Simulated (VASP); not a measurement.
Method: SCAN meta-GGA, VASP's PBE PAW potentials (set 64) (plane waves; VASP).

A VASP calculation is set up with these files.

### INCAR
```
# general
SYSTEM =DyBi
PREC   =Accurate
ENCUT  =400
LREAL  =.FALSE.
LASPH  =.TRUE.

# electronic loop
EDIFF  =1E-6
NELM   =100
ALGO   =Normal
LMAXMIX=6
LMIXTAU=.TRUE.

# smearing
ISMEAR =1
SIGMA  =0.1

# functional
METAGGA=SCAN

# ions
ISIF   =2

# output
LWAVE  =.FALSE.
LCHARG =.FALSE.
```

File KPOINTS:
```
Automatic
0
G
9 9 9
0 0 0
```

**POSCAR**
```
DyBi
1
    3.8973380000     0.0000000000     0.0000000000
    0.0000000000     3.8973380000     0.0000000000
    0.0000000000     0.0000000000     3.8973380000
Dy Bi
1 1
Direct
  0.0000000000   0.0000000000   0.0000000000
  0.5000000000   0.5000000000   0.5000000000
```

POTCAR, in this order: Dy_3 Bi_d (PBE.64 set). Program: vasp_std.

The resulting files:

OUTCAR:
```
 ion  position               nearest neighbor table
   1  0.000  0.000  0.000-   2 3.38   2 3.38   2 3.38   2 3.38   2 3.38   2 3.38   2 3.38   2 3.38
  LATTYP: Found a simple cubic cell.
 ALAT       =     3.8973380000
 Subroutine PRICEL returns:
 Original cell was already a primitive cell.
 Subroutine GETGRP returns: Found 48 space group operations
The static configuration has the point symmetry O_h .
The dynamic configuration has the point symmetry O_h .
 Subroutine INISYM returns: Found 48 space group operations
 Subroutine IBZKPT returns following result:
 Found     35 irreducible k-points:

 Following reciprocal coordinates:
            Coordinates               Weight
  0.000000  0.000000  0.000000      1.000000
  0.111111  0.000000  0.000000      6.000000
  0.222222  0.000000  0.000000      6.000000
  0.333333  0.000000  0.000000      6.000000
  0.444444  0.000000  0.000000      6.000000
  0.111111  0.111111  0.000000     12.000000
  0.222222  0.111111  0.000000     24.000000
  0.333333  0.111111  0.000000     24.000000
  0.444444  0.111111  0.000000     24.000000
  0.222222  0.222222  0.000000     12.000000
  0.333333  0.222222  0.000000     24.000000
  0.444444  0.222222  0.000000     24.000000
  0.333333  0.333333  0.000000     12.000000
  0.444444  0.333333  0.000000     24.000000
  0.444444  0.444444  0.000000     12.000000
  0.111111  0.111111  0.111111      8.000000
  0.222222  0.111111  0.111111     24.000000
  0.333333  0.111111  0.111111     24.000000
  0.444444  0.111111  0.111111     24.000000
  0.222222  0.222222  0.111111     24.000000
  0.333333  0.222222  0.111111     48.000000
  0.444444  0.222222  0.111111     48.000000
  0.333333  0.333333  0.111111     24.000000
  0.444444  0.333333  0.111111     48.000000
  0.444444  0.444444  0.111111     24.000000
  0.222222  0.222222  0.222222      8.000000
  0.333333  0.222222  0.222222     24.000000
  0.444444  0.222222  0.222222     24.000000
  0.333333  0.333333  0.222222     24.000000
  0.444444  0.333333  0.222222     48.000000
  0.444444  0.444444  0.222222     24.000000
  0.333333  0.333333  0.333333      8.000000
  0.444444  0.333333  0.333333     24.000000
  0.444444  0.444444  0.333333     24.000000
  0.444444  0.444444  0.444444      8.000000
   k-points           NKPTS =     35   k-points in BZ     NKDIM =     35   number of bands    NBANDS=     16
   number of dos      NEDOS =    301   number of ions     NIONS =      2
   total plane-waves  NPLWV =  21952
   dimension x,y,z NGX =    28 NGY =   28 NGZ =   28
   dimension x,y,z NGXF=    56 NGYF=   56 NGZF=   56
   ions per type =               1   1
   PREC   = accura    normal or accurate (medium, high low for compatibility)
   ISTART =      0    job   : 0-new  1-cont  2-samecut
   ICHARG =      2    charge: 1-file 2-atom 10-const
   ISPIN  =      1    spin polarized calculation?
   LNONCOLLINEAR =      F non collinear calculations
   LSORBIT =      F    spin-orbit coupling
   INIWAV =      1    electr: 0-lowe 1-rand  2-diag
   ENCUT  =  400.0 eV  29.40 Ry    5.42 a.u.   6.36  6.36  6.36*2*pi/ulx,y,z
   NELM   =    100;   NELMIN=  2; NELMDL= -5     # of ELM steps
   EDIFF  = 0.1E-05   stopping-criterion for ELM
   LREAL  =      F    real-space projection
   NLSPLINE    = F    spline interpolate recip. space projectors
   LMAXMIX     =    6 max onsite mixed and CHGCAR
   VOSKOWN=      0    Vosko Wilk Nusair interpolation
   EDIFFG = 0.1E-04   stopping-criterion for IOM
   NSW    =      0    number of steps for IOM
   NBLOCK =      1;   KBLOCK =      1    inner block; outer block
   IBRION =     -1    ionic relax: 0-MD 1-quasi-New 2-CG
   NFREE  =      0    steps in history (QN), initial steepest desc. (CG)
...
```

File OSZICAR:
```
       N       E                     dE             d eps       ncg     rms          rms(c)
DAV:   1     0.394507838289E+02    0.39451E+02   -0.11250E+04  1144   0.135E+03
DAV:   2    -0.121652247753E+03   -0.16110E+03   -0.16009E+03  1168   0.382E+02
DAV:   3    -0.132187712382E+03   -0.10535E+02   -0.10415E+02  1592   0.100E+02
DAV:   4    -0.132381242458E+03   -0.19353E+00   -0.19320E+00  1336   0.169E+01
DAV:   5    -0.132387023739E+03   -0.57813E-02   -0.57803E-02  1648   0.261E+00    0.187E+01
DAV:   6    -0.127812086651E+03    0.45749E+01   -0.27903E+00  1504   0.237E+01    0.103E+01
DAV:   7    -0.126907136381E+03    0.90495E+00   -0.12605E+00  1272   0.127E+01    0.319E+00
DAV:   8    -0.127917860755E+03   -0.10107E+01   -0.14196E+00  1136   0.124E+01    0.756E-01
DAV:   9    -0.127791707709E+03    0.12615E+00   -0.52013E-01  1168   0.583E+00    0.436E-01
DAV:  10    -0.127798578663E+03   -0.68710E-02   -0.14897E-02  1536   0.113E+00    0.477E-01
DAV:  11    -0.127814842319E+03   -0.16264E-01   -0.31087E-02  1192   0.166E+00    0.541E-01
DAV:  12    -0.127798095759E+03    0.16747E-01   -0.31296E-02  1216   0.139E+00    0.423E-01
DAV:  13    -0.127787837229E+03    0.10259E-01   -0.47044E-02  1144   0.217E+00    0.382E-01
DAV:  14    -0.127792262450E+03   -0.44252E-02   -0.47080E-03  1272   0.608E-01    0.255E-01
DAV:  15    -0.127788521327E+03    0.37411E-02   -0.11152E-02  1184   0.108E+00    0.102E-01
DAV:  16    -0.127793930816E+03   -0.54095E-02   -0.11110E-02  1168   0.879E-01    0.876E-02
DAV:  17    -0.127786627308E+03    0.73035E-02   -0.24611E-02  1144   0.129E+00    0.764E-02
DAV:  18    -0.127786793717E+03   -0.16641E-03   -0.22628E-03  1440   0.404E-01    0.781E-02
DAV:  19    -0.127786891274E+03   -0.97557E-04   -0.63377E-05  1320   0.830E-02    0.706E-02
DAV:  20    -0.127786839410E+03    0.51864E-04   -0.22424E-05  1312   0.450E-02    0.701E-02
DAV:  21    -0.127786734173E+03    0.10524E-03   -0.69733E-04  1168   0.284E-01    0.365E-02
DAV:  22    -0.127786587781E+03    0.14639E-03   -0.21954E-04  1336   0.123E-01    0.235E-02
DAV:  23    -0.127786576081E+03    0.11701E-04   -0.54878E-05  1152   0.854E-02    0.237E-02
DAV:  24    -0.127786573278E+03    0.28029E-05   -0.29287E-05  1168   0.556E-02    0.302E-02
DAV:  25    -0.127786559030E+03    0.14247E-04   -0.40444E-05  1168   0.536E-02    0.282E-02
DAV:  26    -0.127786544427E+03    0.14603E-04   -0.13606E-05  1208   0.238E-02    0.193E-02
DAV:  27    -0.127786540175E+03    0.42518E-05   -0.13498E-06   880   0.117E-02    0.163E-02
DAV:  28    -0.127786530199E+03    0.99763E-05   -0.65700E-05  1224   0.544E-02    0.421E-03
DAV:  29    -0.127786531770E+03   -0.15710E-05   -0.13131E-05  1424   0.270E-02    0.153E-03
DAV:  30    -0.127786530040E+03    0.17296E-05   -0.24110E-06   872   0.123E-02    0.783E-04
DAV:  31    -0.127786528934E+03    0.11058E-05   -0.40525E-07   624   0.827E-03    0.117E-03
DAV:  32    -0.127786529001E+03   -0.66873E-07   -0.61448E-07   616   0.833E-03
   1 F= -.12778653E+03 E0= -.12778774E+03  d E =0.361933E-02
```

### OUTCAR
```
------------------------ aborting loop because EDIFF is reached ----------------------------------------
  FORCE on cell =-STRESS in cart. coord.  units (eV):
  Direction    XX          YY          ZZ          XY          YZ          ZX
  --------------------------------------------------------------------------------------
  Total       -1.1213710     -1.1213710     -1.1213710     -0.0000000      0.0000000     -0.0000000
  in kB      -30.3497889    -30.3497889    -30.3497889     -0.0000000      0.0000000     -0.0000000
  external PRESSURE =     -30.3497889 kB  Pullay stress =       0.0000000 kB
  volume of cell :       59.20
      direct lattice vectors                 reciprocal lattice vectors
     3.897338000  0.000000000  0.000000000     0.256585392  0.000000000  0.000000000
     0.000000000  3.897338000  0.000000000     0.000000000  0.256585392  0.000000000
     0.000000000  0.000000000  3.897338000     0.000000000  0.000000000  0.256585392
 POSITION                                       TOTAL-FORCE (eV/Angst)
 -----------------------------------------------------------------------------------
      0.00000      0.00000      0.00000         0.000000      0.000000      0.000000
      1.94867      1.94867      1.94867         0.000000      0.000000      0.000000
 -----------------------------------------------------------------------------------
    total drift:                                0.000000      0.000000      0.000000
  FREE ENERGIE OF THE ION-ELECTRON SYSTEM (eV)
  ---------------------------------------------------
  free  energy   TOTEN  =      -127.7865290012 eV

  energy  without entropy=     -127.7901483303  energy(sigma->0) =     -127.78773544
```
(Selected blocks of OUTCAR.)

**OUTCAR**
```
 val. band max:        6.0901274312   @ k =   0.4444   0.0000   0.0000

 cond. band min:       6.1516022235   @ k =   0.4444   0.4444   0.1111


 Fermi energy:         6.0993131852

 k-point     1 :       0.0000    0.0000    0.0000
  band No.  band energies     occupation
      1     -18.5603      2.00000
      2     -18.5603      2.00000
      3     -18.5603      2.00000
      4     -16.7717      2.00000
      5     -16.7717      2.00000
      6     -16.7233      2.00000
      7     -16.7233      2.00000
      8     -16.7233      2.00000
      9      -6.2082      2.00000
     10       5.5116      2.00000
     11       5.5116      2.00000
     12       6.5033     -0.00000
     13       6.5033     -0.00000
     14       6.5033     -0.00000
     15       7.5222     -0.00000
     16       9.2633      0.00000

 k-point     2 :       0.1111    0.0000    0.0000
  band No.  band energies     occupation
      1     -18.5807      2.00000
      2     -18.5607      2.00000
      3     -18.5607      2.00000
      4     -16.7713      2.00000
      5     -16.7640      2.00000
      6     -16.7231      2.00000
      7     -16.7223      2.00000
      8     -16.7223      2.00000
      9      -6.0991      2.00000
     10       4.5219      2.00000
     11       5.5704      2.00000
     12       6.3178     -0.00841
     13       6.3178     -0.00841
     14       6.4136     -0.00008
     15       8.8214      0.00000
     16       9.2726      0.00000

 k-point     3 :       0.2222    0.0000    0.0000
  band No.  band energies     occupation
      1     -18.6319      2.00000
      2     -18.5617      2.00000
      3     -18.5617      2.00000
      4     -16.7705      2.00000
      5     -16.7447      2.00000
      6     -16.7225      2.00000
      7     -16.7197      2.00000
      8     -16.7197      2.00000
      9      -5.7975      2.00000
     10       2.8868      2.00000
     11       5.7304      2.00000
     12       5.9319      2.03940
     13       5.9319      2.03940
...
```

The 4f electrons are frozen in the core of the lanthanide potential, so 4f levels, which can set the real gap, and their magnetism are missing. Unless said otherwise, spin-orbit coupling is left out, though it shifts the bands of the heavy elements here.

The structure was generated: DyBi was put into the CsCl type (Pm-3m), which need not be its known phase. The cell was not relaxed at this level. The run is one of a series of settings (GGA removed, LMIXTAU = .TRUE., METAGGA = SCAN against the base run), some of them coarse on purpose.
